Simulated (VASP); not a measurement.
# Sound and unsound inputs on Te4Pt3, part 2 of 3

Aim: change the input of a sound run on Te4Pt3 piece by piece and see what each change does. All runs use LDA. The start is a cell from a database of measured crystal structures.

VASP 6.6.1; LDA; plane waves and PAW (Te, Pt).

So far. Step 2 (Reference run): The pressure is -3.35 GPa and the largest force 0.759 eV/Å, so the cell is not at a minimum at these settings. Step 3 (Self-consistent run (LDA), changed input): Against the reference run the energy at zero smearing moves by +0.06 meV an atom and the pressure by -0.02 GPa.

## Step 4: Self-consistent run (LDA), changed input, try 2

This run is made with a changed input; what comes of it follows.

INCAR reads:

```
SYSTEM = Te4Pt3
PREC = Accurate
ENCUT = 30
EDIFF = 1E-06
NELM = 59
ISMEAR = -1
SIGMA = 0.05
LREAL = .FALSE.
ALGO = Normal
GGA = CA
NBANDS = 34
LASPH = .TRUE.
LORBIT = 11
LWAVE = .FALSE.
LCHARG = .FALSE.
KPAR = 8
ISIF = 2
```

POSCAR reads:

```
Te4Pt3
1.0
    3.9880000000      0.0000000000      0.0000000000
   -1.9940000000     -3.4537093103      0.0000000000
    0.0000000000      2.3024728735    -11.7966666667
Te Pt
4 3
Direct
    0.5570000000      0.1140000000      0.6710000000
    0.4430000000      0.8860000000      0.3290000000
    0.7050000000      0.4100000000      0.1150000000
    0.2950000000      0.5900000000      0.8850000000
    0.0000000000      0.0000000000      0.0000000000
    0.8540000000      0.7080000000      0.5620000000
    0.1460000000      0.2920000000      0.4380000000
```

KPOINTS reads:

```
Automatic mesh
0
Gamma
7 7 7
0 0 0
```

Potentials, in the order of the species: Te and Pt (LDA family, release 64).

The run is started by

```console
mpirun -np 8 vasp_std
```

What it wrote:

```text
[... set-up lines as in an earlier step ...]
 entering main loop
       N       E                     dE             d eps       ncg     rms          rms(c)
DAV:   1    -0.366203809173E+03   -0.36620E+03   -0.17451E+03  3506   0.123E+02
DAV:   2    -0.387611765976E+03   -0.21408E+02   -0.20934E+02  3290   0.357E+01
DAV:   3    -0.387849510693E+03   -0.23774E+00   -0.23643E+00  3260   0.343E+00
DAV:   4    -0.387849942263E+03   -0.43157E-03   -0.43088E-03  3198   0.740E-02
DAV:   5    -0.387849947000E+03   -0.47372E-05   -0.47362E-05  2426   0.278E-03    0.280E+02
DAV:   6    -0.127750130094E+03    0.26010E+03   -0.34750E+02  3294   0.644E+01    0.205E+02
DAV:   7    -0.648865013939E+02    0.62864E+02   -0.20679E+02  3456   0.492E+01    0.104E+02
DAV:   8    -0.481961245607E+02    0.16690E+02   -0.75874E+01  3428   0.322E+01    0.426E+01
DAV:   9    -0.472842983300E+02    0.91183E+00   -0.49242E+00  3198   0.685E+00    0.185E+01
DAV:  10    -0.470659991671E+02    0.21830E+00   -0.11776E+00  3196   0.345E+00    0.474E+00
DAV:  11    -0.470411199031E+02    0.24879E-01   -0.15731E-01  3170   0.131E+00    0.136E+00
DAV:  12    -0.470404662579E+02    0.65365E-03   -0.43421E-03  3166   0.220E-01    0.591E-01
DAV:  13    -0.470395051778E+02    0.96108E-03   -0.10195E-03  3090   0.144E-01    0.201E-01
DAV:  14    -0.470394819552E+02    0.23223E-04   -0.55337E-05  3178   0.258E-02    0.125E-01
DAV:  15    -0.470394554972E+02    0.26458E-04   -0.49164E-05  3134   0.258E-02    0.165E-02
DAV:  16    -0.470394540293E+02    0.14679E-05   -0.10018E-06  1724   0.352E-03    0.490E-03
DAV:  17    -0.470394526298E+02    0.13995E-05   -0.18437E-07  1556   0.142E-03    0.186E-03
DAV:  18    -0.470394526173E+02    0.12515E-07   -0.26262E-08  1534   0.611E-04
   1 F= -.47039453E+02 E0= -.47017597E+02  d E =-.437121E-01
```

The job ended after 2 s (8 MPI ranks of Intel Xeon 6975P-C (Granite Rapids), shared host; peak memory 0.77 GiB; 9.2 s of CPU time).

Parts of OUTCAR (step 4):

```text
The static configuration has the point symmetry D_3d.

 Found     44 irreducible k-points:

   dimension x,y,z NGX =     8 NGY =    8 NGZ =   24
   dimension x,y,z NGXF=    16 NGYF=   16 NGZF=   48

   ENCUT  =   30.0 eV   2.20 Ry    1.48 a.u.   1.78  1.78  5.37*2*pi/ulx,y,z

   NELECT =      54.0000    total number of electrons

 E-fermi :  15.2342

 k-point     1 :       0.0000    0.0000    0.0000
  band No.  band energies     occupation
    ...
     26      13.8820      2.00000
     27      13.8820      2.00000
     28      14.2745      2.00000
     29      14.9343      1.99505
     30      14.9343      1.99505
     31      17.0536      0.00000
     32      17.0536      0.00000
     33      17.2704      0.00000
     34      17.8763      0.00000

 k-point     2 :       0.1429    0.0000   -0.0000
  band No.  band energies     occupation
    ...
     25      13.1325      2.00000
     26      13.7308      2.00000
     27      13.9086      2.00000
     28      14.6486      1.99998
     29      15.1296      1.78039
     30      15.5178      0.00686
     31      16.1744      0.00000
     32      16.4551      0.00000
     33      16.7902      0.00000
     34      18.4548      0.00000

  Total     -136.3021297   -136.3021297   -179.3821581      0.0000000     -0.0000000     -0.0000000
  in kB    -1344.0424485  -1344.0424485  -1768.8442257      0.0000000     -0.0000000     -0.0000000
  external PRESSURE =   -1485.6430409 kB  Pullay stress =       0.0000000 kB

  energy-cutoff  :       30.00
  volume of cell :      162.48
      direct lattice vectors                 reciprocal lattice vectors
     3.988000000  0.000000000  0.000000000     0.250752257 -0.144771883 -0.028256570
    -1.994000000 -3.453709310  0.000000000     0.000000000 -0.289543766 -0.056513139
     0.000000000  2.302472874-11.796666667     0.000000000  0.000000000 -0.084769709

 POSITION                                       TOTAL-FORCE (eV/Angst)
 -----------------------------------------------------------------------------------
      1.99400      1.15124     -7.91556        -0.000000     -0.000000     -2.583909
     -0.00000     -2.30247     -3.88110         0.000000      0.000000      2.583909
      1.99400     -1.15124     -1.35662         0.000000     -0.000000     -1.935971
      0.00000     -0.00000    -10.44005        -0.000000      0.000000      1.935971
      0.00000      0.00000      0.00000         0.000000      0.000000      0.000000
      1.99400     -1.15124     -6.62973         0.000000      0.000000      7.353165
      0.00000     -0.00000     -5.16694        -0.000000     -0.000000     -7.353165
 -----------------------------------------------------------------------------------
    total drift:                                0.000000     -0.000000     -0.000000

  FREE ENERGIE OF THE ION-ELECTRON SYSTEM (eV)
  ---------------------------------------------------
  free  energy   TOTEN  =       -47.0394526173 eV

  energy  without entropy=      -46.9957405155  energy(sigma->0) =      -47.01759657

 total charge
# of ion       s       p       d       tot
------------------------------------------
    1        1.589   1.733   0.354   3.676
    2        1.589   1.733   0.354   3.676
    3        1.590   1.693   0.326   3.609
    4        1.590   1.693   0.326   3.609
    5        1.595   2.552   1.838   5.985
    6        1.744   2.582   2.111   6.437
    7        1.744   2.582   2.111   6.437
--------------------------------------------------
tot         11.439  14.569   7.420  33.429

[... 5 parts as in an earlier step ...]

[... 5 further parts left out ...]
```

Convergence was reached, but on settings outside the sound range, so the numbers are no properties of the crystal.

Against the sound run on this cell (reference run) the energy at zero smearing moves by -943.0 meV an atom and the pressure by -145.22 GPa.

The fault in the input: cutoff typed in rydberg (ENCUT = 30). ENCUT is in eV: 1 Ry is 13.6 eV.

## Step 5: Total energy, forces and stress (LDA), changed input

A single point gives energy, forces and stress at these settings. Some settings are moved from the usual, to see what they do.

INCAR reads:

```
SYSTEM = Te4Pt3
PREC = Accurate
ENCUT = 400
EDIFF = 1E-06
NELM = 100
ISMEAR = 2
SIGMA = 0.01
LREAL = .FALSE.
ALGO = Fast
GGA = CA
NBANDS = 34
LASPH = .TRUE.
LORBIT = 11
LWAVE = .FALSE.
LCHARG = .FALSE.
KPAR = 8
ISIF = 2
```

POSCAR is that of step 4.

KPOINTS reads:

```
Automatic mesh
0
Monkhorst-Pack
7 7 7
0 0 0
```

The run is started by

```console
mpirun -np 8 vasp_std
```

What it wrote:

```text
[... set-up lines as in an earlier step ...]
 entering main loop
       N       E                     dE             d eps       ncg     rms          rms(c)
DAV:   1     0.254266182420E+03    0.25427E+03   -0.20064E+04  3008   0.112E+03
DAV:   2    -0.259842825245E+02   -0.28025E+03   -0.27093E+03  3616   0.226E+02
DAV:   3    -0.413824900362E+02   -0.15398E+02   -0.15047E+02  3618   0.522E+01
DAV:   4    -0.416747482719E+02   -0.29226E+00   -0.29144E+00  3678   0.798E+00
DAV:   5    -0.416803446212E+02   -0.55963E-02   -0.55906E-02  3550   0.112E+00    0.205E+01
RMM:   6    -0.406988278964E+02    0.98152E+00   -0.37039E+00  3034   0.925E+00    0.118E+01
RMM:   7    -0.405209605495E+02    0.17787E+00   -0.10444E+00  3023   0.410E+00    0.425E+00
RMM:   8    -0.404210123129E+02    0.99948E-01   -0.40742E-01  3176   0.311E+00    0.929E-01
RMM:   9    -0.404179178638E+02    0.30944E-02   -0.50815E-02  3375   0.839E-01    0.569E-01
RMM:  10    -0.404160157215E+02    0.19021E-02   -0.10625E-02  3283   0.512E-01    0.222E-01
RMM:  11    -0.404159032644E+02    0.11246E-03   -0.22498E-03  3374   0.224E-01    0.802E-02
RMM:  12    -0.404159314960E+02   -0.28232E-04   -0.45971E-04  3601   0.909E-02    0.405E-02
RMM:  13    -0.404159326461E+02   -0.11501E-05   -0.77864E-05  3453   0.379E-02    0.134E-02
RMM:  14    -0.404159333349E+02   -0.68882E-06   -0.16759E-05  3287   0.177E-02    0.582E-03
RMM:  15    -0.404159336605E+02   -0.32559E-06   -0.43404E-06  2364   0.854E-03
   1 F= -.40415934E+02 E0= -.40415913E+02  d E =-.820500E-04
```

Elapsed: 19 s, on 8 MPI ranks; peak memory 2.3 GiB; 1.9 min of CPU time.

From OUTCAR (step 5):

```text
   NELECT =      54.0000    total number of electrons

 E-fermi :   8.4656

 k-point     1 :       0.0000    0.0000    0.0000
  band No.  band energies     occupation
    ...
     20       6.6645      2.00000
     21       6.6645      2.00000
     22       6.8397      2.00000
     23       7.8089      2.00000
     24       7.8089      2.00000
     25       9.0287      0.00000
     26       9.0287      0.00000
     27       9.6335      0.00000
     28      10.4873      0.00000
     29      10.4873      0.00000
    ...

  Total       -3.3854958     -3.3854958     -3.4666300      0.0000000     -0.0000000      0.0000000
  in kB      -33.3835583    -33.3835583    -34.1836033      0.0000000     -0.0000000      0.0000000
  external PRESSURE =     -33.6502400 kB  Pullay stress =       0.0000000 kB

 POSITION                                       TOTAL-FORCE (eV/Angst)
 -----------------------------------------------------------------------------------
      1.99400      1.15124     -7.91556        -0.000000      0.000000      0.760098
     -0.00000     -2.30247     -3.88110         0.000000     -0.000000     -0.760098
      1.99400     -1.15124     -1.35662         0.000000     -0.000000     -0.043553
      0.00000     -0.00000    -10.44005         0.000000      0.000000      0.043553
      0.00000      0.00000      0.00000         0.000000     -0.000000      0.000000
      1.99400     -1.15124     -6.62973         0.000000     -0.000000     -0.109671
      0.00000     -0.00000     -5.16694        -0.000000      0.000000      0.109671
 -----------------------------------------------------------------------------------
    total drift:                                0.000000      0.000000     -0.000000

  FREE ENERGIE OF THE ION-ELECTRON SYSTEM (eV)
  ---------------------------------------------------
  free  energy   TOTEN  =       -40.4159336605 eV

  energy  without entropy=      -40.4158516105  energy(sigma->0) =      -40.41591315

[... 8 parts as in an earlier step ...]

[... 9 further parts left out ...]
```

ALGO acts on the way to self-consistency or on speed; a fully converged result doesn't depend on them, though slow mixing can meet EDIFF with the stress still off.

Numbers from this step:

| Quantity | Value |
| --- | --- |
| SCF cycles | 15 |
| pressure | -3.365 GPa |

Force by atom:

| atom | x (eV/Å) | y (eV/Å) | z (eV/Å) | size |
| --- | --- | --- | --- | --- |
| Te1 | 0.000 | 0.000 | 0.760 | 0.760 |
| Te2 | 0.000 | 0.000 | -0.760 | 0.760 |
| Te3 | 0.000 | 0.000 | -0.044 | 0.044 |
| Te4 | 0.000 | 0.000 | 0.044 | 0.044 |
| Pt5 | 0.000 | 0.000 | 0.000 | 0.000 |
| Pt6 | 0.000 | 0.000 | -0.110 | 0.110 |
| Pt7 | 0.000 | 0.000 | 0.110 | 0.110 |

Against the reference run the energy at zero smearing moves by +0.06 meV an atom and the pressure by -0.02 GPa.

## Step 6: Relaxing cell and atoms (LDA), changed input

The start need not lie at this functional's minimum. ISIF = 3 frees volume, shape and positions, and EDIFFG sets the threshold on forces and stress at which the search stops. Some settings are moved from the usual, to see what they do.

INCAR reads:

```
SYSTEM = Te4Pt3
PREC = Accurate
ENCUT = 400
EDIFF = 1E-06
NELM = 100
ISMEAR = -1
SIGMA = 0.05
LREAL = .FALSE.
ALGO = Normal
GGA = CA
NBANDS = 34
LASPH = .TRUE.
LORBIT = 11
LWAVE = .FALSE.
LCHARG = .FALSE.
KPAR = 8
IBRION = 1
NSW = 60
ISIF = 3
EDIFFG = -0.01
POTIM = 0.2
ISYM = 1
```

POSCAR is that of step 5.

KPOINTS reads:

```
Automatic mesh
0
Gamma
7 7 7
0 0 0
```

The run is started by

```console
mpirun -np 8 vasp_std
```

What it wrote:

```text
[... set-up lines as in an earlier step ...]
 entering main loop
       N       E                     dE             d eps       ncg     rms          rms(c)
[... 5 cycles as in an earlier step ...]
DAV:   6    -0.407182126161E+02    0.96866E+00   -0.44733E+00  3242   0.142E+01    0.126E+01
DAV:   7    -0.405693389730E+02    0.14887E+00   -0.16536E+00  3080   0.998E+00    0.407E+00
DAV:   8    -0.404285614643E+02    0.14078E+00   -0.48764E-01  3128   0.540E+00    0.149E+00
DAV:   9    -0.404260645109E+02    0.24970E-02   -0.74977E-02  3220   0.154E+00    0.821E-01
DAV:  10    -0.404251756659E+02    0.88884E-03   -0.68078E-03  3412   0.491E-01    0.282E-01
DAV:  11    -0.404246907802E+02    0.48489E-03   -0.25071E-03  3406   0.349E-01    0.111E-01
DAV:  12    -0.404246666600E+02    0.24120E-04   -0.41702E-04  3380   0.139E-01    0.295E-02
DAV:  13    -0.404246664901E+02    0.16994E-06   -0.29818E-05  3212   0.313E-02    0.159E-02
DAV:  14    -0.404246660413E+02    0.44873E-06   -0.60902E-06  3308   0.133E-02
   1 F= -.40424666E+02 E0= -.40416313E+02  d E =-.404247E+02
 BRION: g(F)=  0.228E-01 g(S)=  0.954E-01
 bond charge predicted
       N       E                     dE             d eps       ncg     rms          rms(c)
DAV:   1    -0.408329358967E+02   -0.40827E+00   -0.65726E+00  3138   0.161E+01    0.399E+00
DAV:   2    -0.405411592311E+02    0.29178E+00   -0.16654E+00  3138   0.917E+00    0.213E+00
DAV:   3    -0.404945853015E+02    0.46574E-01   -0.15017E-01  3122   0.267E+00    0.936E-01
DAV:   4    -0.404879368316E+02    0.66485E-02   -0.27882E-02  3072   0.702E-01    0.462E-01
DAV:   5    -0.404853180717E+02    0.26188E-02   -0.89005E-03  3236   0.561E-01    0.283E-01
DAV:   6    -0.404850791979E+02    0.23887E-03   -0.13782E-03  3410   0.254E-01    0.192E-01
DAV:   7    -0.404850969895E+02   -0.17792E-04   -0.67217E-04  3354   0.156E-01    0.149E-01
DAV:   8    -0.404850765307E+02    0.20459E-04   -0.80608E-05  3128   0.524E-02    0.979E-02
DAV:   9    -0.404850788041E+02   -0.22734E-05   -0.80209E-06  3222   0.183E-02    0.440E-02
DAV:  10    -0.404850766023E+02    0.22018E-05   -0.49629E-06  2760   0.152E-02    0.184E-02
DAV:  11    -0.404850763568E+02    0.24550E-06   -0.13892E-06  1566   0.494E-03
   2 F= -.40485076E+02 E0= -.40476941E+02  d E =-.604103E-01
[... from here on, the cycles between the ionic steps are left out ...]
   3 F= -.40495862E+02 E0= -.40487870E+02  d E =-.107853E-01
   4 F= -.40498352E+02 E0= -.40490405E+02  d E =-.249010E-02
   5 F= -.40515151E+02 E0= -.40507697E+02  d E =-.167997E-01
   6 F= -.40516939E+02 E0= -.40509642E+02  d E =-.178763E-02
   7 F= -.40517220E+02 E0= -.40509956E+02  d E =-.280706E-03
   8 F= -.40517402E+02 E0= -.40510159E+02  d E =-.182035E-03
   9 F= -.40517564E+02 E0= -.40510336E+02  d E =-.161751E-03
  10 F= -.40517563E+02 E0= -.40510343E+02  d E =0.993605E-07
  11 F= -.40517568E+02 E0= -.40510321E+02  d E =-.452930E-05
  12 F= -.40517595E+02 E0= -.40510353E+02  d E =-.268485E-04
  13 F= -.40517626E+02 E0= -.40510391E+02  d E =-.311298E-04
  14 F= -.40517614E+02 E0= -.40510370E+02  d E =0.114816E-04
  15 F= -.40517637E+02 E0= -.40510398E+02  d E =-.227750E-04
 BRION: g(F)=  0.624E-05 g(S)=  0.565E-05 retain N=  1 mean eig= 1.06
 eig:   1.056
 bond charge predicted
       N       E                     dE             d eps       ncg     rms          rms(c)
DAV:   1    -0.405177225922E+02   -0.84743E-04   -0.53532E-03  3054   0.365E-01    0.626E-02
DAV:   2    -0.405176641075E+02    0.58485E-04   -0.41401E-04  3246   0.134E-01    0.327E-02
DAV:   3    -0.405176541826E+02    0.99249E-05   -0.28299E-05  3284   0.353E-02    0.133E-02
DAV:   4    -0.405176521941E+02    0.19884E-05   -0.83157E-06  3350   0.110E-02    0.800E-03
DAV:   5    -0.405176518001E+02    0.39402E-06   -0.14255E-06  1576   0.743E-03
  16 F= -.40517652E+02 E0= -.40510420E+02  d E =-.145401E-04
 BRION: g(F)=  0.478E-05 g(S)=  0.991E-05 retain N=  1 mean eig= 0.63
 eig:   0.625
 reached required accuracy - stopping structural energy minimisation
```

Wall time 2.8 min (8 MPI ranks); peak memory 2.5 GiB; 18 min of CPU time.

Parts of OUTCAR (step 6):

```text
   NELECT =      54.0000    total number of electrons

 E-fermi :   8.8518

 k-point     1 :       0.0000    0.0000    0.0000
  band No.  band energies     occupation
    ...
     20       6.8900      2.00000
     21       7.0049      2.00000
     22       7.1383      2.00000
     23       8.2100      1.99999
     24       8.2100      1.99999
     25       9.4295      0.00002
     26       9.4295      0.00002
     27      10.1638      0.00000
     28      10.8890      0.00000
     29      10.8890      0.00000
    ...

  Total       -0.0423706     -0.0423706      0.0019698     -0.0000000      0.0000000      0.0000000
  in kB       -0.4282268     -0.4282268      0.0199082     -0.0000000      0.0000000      0.0000000
  external PRESSURE =      -0.2788485 kB  Pullay stress =       0.0000000 kB

 POSITION                                       TOTAL-FORCE (eV/Angst)
 -----------------------------------------------------------------------------------
      1.98763      1.14756     -7.71009        -0.000000      0.000000      0.004278
     -0.00000     -2.29512     -3.87343         0.000000     -0.000000     -0.004278
      1.98763     -1.14756     -1.36213        -0.000000      0.000000      0.009320
      0.00000     -0.00000    -10.22140         0.000000     -0.000000     -0.009320
     -0.00000      0.00000      0.00000        -0.000000     -0.000000      0.000000
      1.98763     -1.14756     -6.50192        -0.000000      0.000000      0.004320
      0.00000     -0.00000     -5.08161         0.000000     -0.000000     -0.004320
 -----------------------------------------------------------------------------------
    total drift:                               -0.000000      0.000000     -0.000000

  FREE ENERGIE OF THE ION-ELECTRON SYSTEM (eV)
  ---------------------------------------------------
  free  energy   TOTEN  =       -40.5176518001 eV

  energy  without entropy=      -40.5031888022  energy(sigma->0) =      -40.51042030

 reached required accuracy - stopping structural energy minimisation

[... 7 parts as in an earlier step ...]

[... 10 further parts left out ...]
```

The run keeps the 12 symmetry operations of its start, so it cannot find a distortion of lower symmetry.

The steps of the relaxation:

| step | energy less that of the first step (eV) | largest force (eV/Å) | pressure (GPa) | volume (Å³) |
| --- | --- | --- | --- | --- |
| 1 | 0.0000 | 0.7590 | -3.35 | 162.48 |
| 2 | -0.0604 | 0.3550 | 0.40 | 157.96 |
| 3 | -0.0712 | 0.3284 | -0.10 | 158.48 |
| 4 | -0.0737 | 0.3060 | -0.07 | 158.43 |
| 5 | -0.0905 | 0.0935 | 0.02 | 158.26 |
| 6 | -0.0923 | 0.0702 | 0.01 | 158.26 |
| 7 | -0.0926 | 0.0505 | 0.02 | 158.28 |
| 8 | -0.0927 | 0.0313 | 0.01 | 158.32 |
| 9 | -0.0929 | 0.0188 | 0.02 | 158.36 |
| 10 | -0.0929 | 0.0174 | 0.03 | 158.36 |
| 11 | -0.0929 | 0.0210 | 0.04 | 158.39 |
| 12 | -0.0929 | 0.0195 | 0.02 | 158.42 |
| 13 | -0.0930 | 0.0147 | -0.03 | 158.48 |
| 14 | -0.0929 | 0.0140 | 0.04 | 158.42 |
| 15 | -0.0930 | 0.0113 | 0.03 | 158.46 |
| 16 | -0.0930 | 0.0093 | -0.03 | 158.53 |

```csv
"conventional cell, symmetrised",before,after,change
a (Å),3.988,3.975,-0.3 %
b (Å),3.988,3.975,-0.3 %
c (Å),35.390,34.751,-1.8 %
volume (Å³/atom),23.21,22.65,-2.4 %
```

The atoms that moved most (Å, as changes of fractional coordinates times the final cell):

| atom | dx | dy | dz | length |
| --- | --- | --- | --- | --- |
| Te1 | 0.000 | 0.000 | 0.062 | 0.062 |
| Te2 | 0.000 | 0.000 | -0.062 | 0.062 |
| Te3 | 0.000 | 0.000 | -0.030 | 0.030 |
| Te4 | 0.000 | 0.000 | 0.030 | 0.030 |
| Pt6 | 0.000 | 0.000 | 0.008 | 0.008 |
| Pt7 | 0.000 | 0.000 | -0.008 | 0.008 |

Final coordinates:

```
Te Pt
1.0
     3.97526    0.00000    0.00000
    -1.98763   -3.44267    0.00000
     0.00000    2.29512  -11.58353
Te Pt
4 3
Cartesian
  1.9876 1.1476 -7.7101
  0.0000 -2.2951 -3.8734
  1.9876 -1.1476 -1.3621
  0.0000 0.0000 -10.2214
  0.0000 0.0000 0.0000
  1.9876 -1.1476 -6.5019
  0.0000 0.0000 -5.0816
```

Numbers from this step:

| Item | Value |
| --- | --- |
| free energy (TOTEN) | -40.52 eV |
| energy at zero smearing | -40.51 eV |
| Fermi energy | 8.852 eV |
| pressure | -0.02788 GPa |
| SCF cycles over all ionic steps | 98 |

It ends with a largest force of 0.009 eV/Å and a pressure of -0.03 GPa.

(Part 2 of 3 ends here.)

[Lines on the potential files, build, host, timing and source positions are cut from VASP's logs without a mark.]

[Logs are printed without paths, hosts, clocks, repeated set-up lines and the standing remarks that a program may print on its own settings, such as how far it seeks lower states.]

[Hosts, paths, dates, database ids (printed as entryN), source tags and the programs' standing remarks are cut or masked in the printed files.]

[A measured line is paired with the nearest computed mode of its activity, which favours agreement.]
